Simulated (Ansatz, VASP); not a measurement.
# Cross-check of TiAlRe between VASP and Ansatz, part 2 of 2

Aim: how closely do two programs agree when they are given the same cell, functional and k mesh? The cell is invented: As first built, before any earlier steps moved the atoms (in the runner's words): it takes the TiAlPt structure with some of its atoms replaced by other elements, volume scaled by an estimate. It may not be a known or stable phase. The cell is taken from a series of VASP runs on this material, whose earlier steps may have relaxed, scaled or displaced it; both programs get it as it stands.

VASP 6.6.1 and Ansatz 0.2.0.

So far: Set-up; VASP: relaxation of cell and atoms, PBE.

### 3. Ansatz: relaxation of cell and atoms, PBE

Level of this step: Ansatz beside VASP: Kohn-Sham DFT, plane waves, PBE (Ansatz).

Ansatz runs on its default PAW (the set named soft_2) files.

The same cell, functional, mesh and smearing now go to Ansatz, which takes its cutoff from its data sets.

Contents of input.yaml:

```yaml
crystal:
  lattice:
    - [4.4639973389, 0.0, 0.0]
    - [-2.2319986694, 3.8659354934, 0.0]
    - [0.0, 0.0, 5.303698748]
  atoms:
    - { symbol: Re, position: [0.66666667, 0.33333333, 0.25] }
    - { symbol: Re, position: [0.33333333, 0.66666667, 0.75] }
    - { symbol: Ti, position: [0.0, 0.0, 0.0] }
    - { symbol: Ti, position: [0.0, 0.0, 0.5] }
    - { symbol: Al, position: [0.33333333, 0.66666667, 0.25] }
    - { symbol: Al, position: [0.66666667, 0.33333333, 0.75] }
hamiltonian:
  xc: pbe
  pseudopotentials: { kind: paw }
kpoints:
  mp_grid: { grid: [7, 7, 5] }
scf:
  occupations: { method: fermi_dirac, width: 0.05 }
relax:
  f_tol: 0.01
  max_steps: 60
  cell: { stress_tol: 0.05 }
output:
  forces: true
  stress: true
  write_density: true
  write_potential: true
  elf: true
  volumetric_format: npy
```

Command:

```sh
> ansatz run input.yaml --threads 4 --pin off --max-ram 9216MiB --backend cpu --events-out ev --progress --plain --runs-dir out
```

Numbers of over 12 decimals in the logs are rounded to 6 here.

Log:

```text
Engine: ansatz 0.2.0, aarch64-unknown-linux-gnu
Pseudopotentials: kind: paw
Pseudopotential: Re, paw, valence charge 15, recommended cutoff 420 eV (normal), Re.paw.azcp
Pseudopotential: Ti, paw, valence charge 12, recommended cutoff 420 eV (normal), Ti.paw.azcp
Pseudopotential: Al, paw, valence charge 3, recommended cutoff 420 eV (normal), Al.paw.azcp
Functional definition: PBE
  parameter kappa = 0.804
  parameter beta = 0.066725
  exchange = pbe_x(kappa = kappa, mu = beta*pi^2/3)
  correlation = pbe_c(beta = beta)
Crystal: 6 atoms, lattice volume = 91.529 Å³
Basis set: ecut = 420 eV, 1811 PW (Γ), exchange–correlation on 60×60×72 points (8 copies of the dense FFT grid, shifted against one another)
Bands: 36, of which v1, the nominal top of the filled ones, is band 30 counted from 1 (29 counted from 0)
Symmetry: 24 space group operations
Space group: P63/mmc (ITA 194), of the structure as read, at distance tolerance 4.5e-5 Å
k-points: 24 of 245
Non-local potential: Re, projectors of the file, l = 0: 3, l = 1: 2, l = 2: 2, l = 3: 1
Non-local potential: Ti, projectors of the file, l = 0: 3, l = 1: 2, l = 2: 3, l = 3: 1
Non-local potential: Al, projectors of the file, l = 0: 2, l = 1: 2, l = 2: 1
PAW form: soft (Blöchl's): semilocal exchange-correlation on the pseudo side does not see the compensation charge
PAW one-centre angular grid: Re, 590 points (default); XC on 64 Gauss nodes
PAW one-centre angular grid: Ti, 590 points (default); XC on 64 Gauss nodes
PAW one-centre angular grid: Al, 110 points (default); XC on 64 Gauss nodes
Initial density: superposition of atomic densities (neutral atoms: chi_scale 0, normalization atom), corrected by the library's trained network
Initial wavefunctions: pseudopotential atomic-orbital guess
Functional: x = pbe(κ = 0.804, μ = 0.219515), c = pbe(β = 0.066725)
SCF iter   1: F=—  HF=-27811.476646 eV  |F-HF|=—  |Δ(HF+E_count)|=         —  Δρ=1.21e-2  dr2=1.87e-1  ethr=1.77e-3  ⟨swp⟩=5.9  Hψ=3244  notcnv=0
preconditioner: auto → Kerker (q_TF=auto, 2.543 Å⁻¹)  [metal: Δε(μ)=0.016 eV  Ē_g=3.993 eV  σ=0.050 eV  W_gap=0.08  n_scr=22 (ndim 8)  ℏωp=20.5 eV  f_vac=0.000  D(μ)=5.03/eV (n_scr^D=52)]
SCF iter   2: F=—  HF=-27811.458925 eV  |F-HF|=—  |Δ(HF+E_count)|=   1.77e-2  Δρ=5.28e-3  dr2=3.54e-2  ethr=3.12e-4  ⟨swp⟩=2.0  Hψ=1166  notcnv=0
SCF iter   3: F=—  HF=-27811.455223 eV  |F-HF|=—  |Δ(HF+E_count)|=   3.70e-3  Δρ=8.79e-4  dr2=5.01e-4  ethr=5.90e-5  ⟨swp⟩=2.0  Hψ=1123  notcnv=0
SCF iter   4: F=—  HF=-27811.455254 eV  |F-HF|=—  |Δ(HF+E_count)|=   3.17e-5  Δρ=1.73e-4  dr2=1.84e-5  ethr=8.35e-7  ⟨swp⟩=2.0  Hψ=1192  notcnv=0
SCF iter   5: F=—  HF=-27811.455202 eV  |F-HF|=—  |Δ(HF+E_count)|=   5.24e-5  Δρ=3.59e-5  dr2=1.15e-6  ethr=3.07e-8  ⟨swp⟩=2.3  Hψ=1379  notcnv=0
SCF iter   6: F=-27811.455202 eV  HF=-27811.455202 eV  |F-HF|=4.53e-8  |Δ(HF+E_count)|=   9.67e-8  Δρ=8.23e-6  dr2=7.04e-8  ethr=1.67e-10  ⟨swp⟩=7.8  Hψ=4971  notcnv=0
SCF 1 converged in 6 iterations: F = -27811.455202 eV  dr2 = 7.04e-8
  greatest PAW one-centre occupation: 1.000 electrons in one spin orbital (limit 2), on the Re atom at site 1 (counted from 0), in its partial waves of l = 0
relax step   1: F+E_penalty+E_count = -27811.45520192 eV  Δ(F+E_penalty+E_count) = +0.000e0 eV  max|allowed force component| = 1.137e-17 eV/Å  Δτ_max = 0.0000 Å  P = +0.442 GPa  Ω = 91.529 Å³  (6 SCF iters, dr2 threshold 1.00e-7 eV, accepted)
[...]
relax step   2: F+E_penalty+E_count = -27811.45517762 eV  Δ(F+E_penalty+E_count) = +2.430e-5 eV  max|allowed force component| = 2.776e-17 eV/Å  Δτ_max = 0.0000 Å  P = -0.426 GPa  Ω = 91.964 Å³  energy of the carried Pulay correction = -1.971e-4 eV  (6 SCF iters, dr2 threshold 6.00e-7 eV, accepted)
[...]
relax step   3: F+E_penalty+E_count = -27811.45557057 eV  Δ(F+E_penalty+E_count) = -3.929e-4 eV  max|allowed force component| = 3.238e-17 eV/Å  Δτ_max = 0.0000 Å  P = -0.019 GPa  Ω = 91.756 Å³  energy of the carried Pulay correction = -1.028e-4 eV  (6 SCF iters, dr2 threshold 5.49e-7 eV, accepted)
[...]
relax step   4: F+E_penalty+E_count = -27811.45557845 eV  Δ(F+E_penalty+E_count) = -7.883e-6 eV  max|allowed force component| = 4.028e-17 eV/Å  Δτ_max = 0.0000 Å  P = -0.000 GPa  Ω = 91.745 Å³  energy of the carried Pulay correction = -9.780e-5 eV  (6 SCF iters, accepted)
[...]
relax step   5: F+E_penalty+E_count = -27811.45569573 eV  Δ(F+E_penalty+E_count) = -1.173e-4 eV  max|allowed force component| = 5.590e-17 eV/Å  Δτ_max = 0.0000 Å  P = -0.000 GPa  Ω = 91.745 Å³  stress off target by 1.57e-3 GPa  SCF on the basis re-selected at this cell (its energy is not comparable with the rows above)  (8 SCF iters)
basis re-selected at this cell: Δ(F+E_penalty+E_count) = -1.173e-4 eV, ΔP = -0.000 GPa vs the last step (what re-selecting the basis moved, of the pressure what is left beyond the Pulay correction that the steps carried, after the strain that the cell walked since its last selection, with what the two solves' SCF thresholds leave and, on support functions, any second-order correction that the steps lacked; it is no m [...]
SCF converged after 8 iterations
Free energy (F): -27811.455696 eV
Harris-Foulkes:  -27811.455696 eV  (|F-HF|=1.46e-11)
Internal energy: -27811.413161 eV  (E = F + TS)
E sigma→0 (E₀):  -27811.434429 eV
Entropy (-TS):   -0.042534 eV (-7.089 meV/atom)
Fermi energy:    15.445604 eV
--- Per-component energies (eV) ---
  E_band       = -589.690882
  E_kinetic    = 1674.866008
  E_local      = -4037.716305  (includes V_loc(G=0)·N_el)
  E_nonlocal   = 139.303453
  E_hartree    = 1590.894992
  E_xc         = -1082.709559
  E_vxc        = -910.698032  (∫ρ·V_xc dr)
  E_paw        = -20349.687378  (= ΣΔE_a)
  E_vpaw       = -637.236056  (= ΣTr[D̂ρ^β])
  E_aug_tail   = 0.000067  (compensation charges beyond the density's cutoff)
  E_ewald      = -5746.364440
  E_smearing   = -0.042534  (= −TS)
  E_closure    = -0.000000  (closes the sum)
  Σ components = -27811.455696   (vs F -27811.455696, Δ=0.00e0)
--- Forces (eV/Å), atoms counted from 1 ---
  atom   1  Re    -0.00000000     0.00000000    -0.00000000
  atom   2  Re     0.00000000    -0.00000000     0.00000000
  atom   3  Ti     0.00000000     0.00000000    -0.00000000
  atom   4  Ti     0.00000000    -0.00000000     0.00000000
  atom   5  Al    -0.00000000     0.00000000    -0.00000000
  atom   6  Al     0.00000000    -0.00000000     0.00000000
  max |Σ_I F_I| component: 2.31e-18 eV/Å
--- Stress (GPa, compression-positive) ---
        0.000410       0.000000      -0.000000
        0.000000       0.000410      -0.000000
       -0.000000      -0.000000      -0.001574
  P = ⅓ Tr σ = -0.0003 GPa (-0.003 kbar)
--- Band table (eV; the first three rows and the last of 24) ---
  k-point 0: bands = [... 26 lower, 14.3399, 14.3399, 15.3577, 15.3577, 15.5261, 15.9508, 17.3438, 17.3438, ... 2 higher]
  k-point 1: bands = [... 26 lower, 14.1406, 14.1406, 15.8329, 15.8329, 15.8767, 16.3037, 17.3799, 17.3799, ... 2 higher]
  k-point 2: bands = [... 26 lower, 13.8990, 13.8990, 16.1067, 16.7000, 16.7402, 16.7402, 17.4941, 17.4941, ... 2 higher]
  k-point 23: bands = [... 26 lower, 14.3227, 14.3953, 14.8360, 14.8711, 15.5409, 15.9149, 16.3807, 16.8069, ... 2 higher]
--- Relaxed structure (4 steps of the walk, 4 accepted, 1 SCFs on fresh bases) ---
  F+E_penalty+E_count = -27811.45569573 eV   max|allowed force component| = 5.590e-17 eV/Å   (the final SCF, on the basis selected at the relaxed cell)
  cell:  # Å, volume = 91.7446 Å³
    - [4.470295, -2.8908152928629177e-11, 0]
    - [-2.235147, 3.871389, 0]
    - [0, 0, 5.301242]
  atoms:
    - { symbol: Re, position: [0.666667, 0.333333, 0.25] }
    - { symbol: Re, position: [0.333333, 0.666667, 0.75] }
    - { symbol: Ti, position: [0, 0, 0] }
    - { symbol: Ti, position: [0, 0, 0.5] }
    - { symbol: Al, position: [0.333333, 0.666667, 0.25] }
    - { symbol: Al, position: [0.666667, 0.333333, 0.75] }
```

It took 5.8 s on 4 threads of Arm Neoverse V2, shared host; peak memory 0.47 GiB.

### 4. Comparison

Known differences besides the potentials themselves: both relaxations stop at a tolerance, which leaves soft axes loose, and VASP keeps its plane-wave basis; the data sets hold 60 valence electrons in Ansatz (default PAW (the set named soft_2) files) and 44 in VASP; the cutoff is 420 eV in Ansatz and 520 eV in VASP; VASP leaves aspherical gradient terms in its spheres out (LASPH is not set), Ansatz keeps them; Ansatz adds a Pulay correction to the stress that steers its cell, VASP none. Total energies have different zeros and are not compared.

The two programs side by side:

```tsv
quantity	Ansatz	VASP	difference
volume (Å³)	91.74	91.71	+0.04 %
edge a after relaxation, in the typed setting (Å)	4.470	4.470	+0.01 %
edge c after relaxation, in the typed setting (Å)	5.301	5.300	+0.03 %
```

The walks stopped with 0.00 GPa left in Ansatz and 0.01 GPa in VASP; each walk ends within a tolerance, so the volume difference is uncertain by about these residues over the bulk modulus, most in soft cells.

### 5. What came out

```json
{
 "difference in volume (relaxation of cell and atoms, PBE)": "0.041 %"
}
```

In words: The difference in volume is 0.041 % (relaxation of cell and atoms, PBE), within the 1.2 % picked in this series as the mark of a large difference, as far as the stopping tolerances let one tell. How closely two codes agree says nothing of how well the functional describes the real material.

[Lines on the potential files, build, host, timing and source positions are cut from VASP's logs without a mark.]

[Logs are printed without paths, hosts, clocks, repeated set-up lines and the standing remarks that a program may print on its own settings, such as how far it seeks lower states.]

[Hosts, paths, dates, database ids (printed as entryN), source tags and the programs' standing remarks are cut or masked in the printed files.]
